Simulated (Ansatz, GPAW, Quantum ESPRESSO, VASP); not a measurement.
KMgF3 (Pm-3m, 5 atoms in the cell) computed with different codes at matched settings

Self-consistent single point.

```xyz
5
Lattice="3.9900 0.0000 0.0000 0.0000 3.9900 0.0000 0.0000 0.0000 3.9900" Properties=species:S:1:pos:R:3 pbc="T T T"
K      0.0000     0.0000     0.0000
Mg     1.9950     1.9950     1.9950
F      1.9950     0.0000     1.9950
F      0.0000     1.9950     1.9950
F      1.9950     1.9950     0.0000
```

All programs got the same cell, k-point mesh and kind of occupations (in Ansatz's words: kpoints.mp_grid.grid = 4 4 4; scf.occupations.method = fermi_dirac; scf.occupations.width = 0.05 eV); potentials, basis and cutoffs are each program's usual ones.

```
code                                                          model  pressure (GPa)  gap on the mesh (eV)  cutoff
----------------  -------------------------------------------------  --------------  --------------------  ------
Quantum ESPRESSO  PBE, SSSP 1.1.2 efficiency (PBE) pseudopotentials            3.23                 7.288   50 Ry
Ansatz                                       PBE, default PAW files            3.02                 7.311  420 eV
VASP                        PBE, VASP's PBE PAW potentials (set 64)           -5.05                 7.305  400 eV
GPAW                   PBE, GPAW PAW datasets PBE (gpaw-data 1.0.1)               –                 7.306  950 eV
```

A dash marks a value that a program does not give, or that is left out as unsure.

Gaps are read on the mesh.

The spread over the programs that give each value: pressure within 8.28 GPa; gap on the mesh within 0.023 eV.

The starting cell has typed, rounded lattice constants, without a prior relaxation at this level. On Ansatz's run: In the base run, with a pressure of about 4 GPa the cell is away from its equilibrium volume at this level.

Why do the programs differ, and what cannot be compared?

Differences of this kind can come from the potentials, where these differ, and from what each basis and cutoff leave unconverged. The valence holds different numbers of electrons (Quantum ESPRESSO 32, Ansatz (a program for electronic structure) 40, VASP 32, GPAW 40). The zero of total energies and Fermi levels follows the potentials and each program's conventions, so they are not compared here. Ansatz's pressure is given at a fixed set of plane waves, as the other plane-wave codes print theirs; with its correction for the finite basis it is 3.53 GPa (the shift of 0.51 GPa shows how far the cutoff is from converged). The pressure of GPAW is left out: its cutoff lies under the one at which its stress was checked. In the pressure, VASP (by 8.07) lies more than 1 GPa from the median of the plane-wave programs.

VASP's run is marked for a possible Pulay error in its stress at this cutoff; no cutoff test was made.

Left out of this page: ABINIT, CP2K, FLEUR and SIESTA (not drawn, or without a comparable value); Elk (failed or unconverged).

Keys are those of Ansatz 0.2.
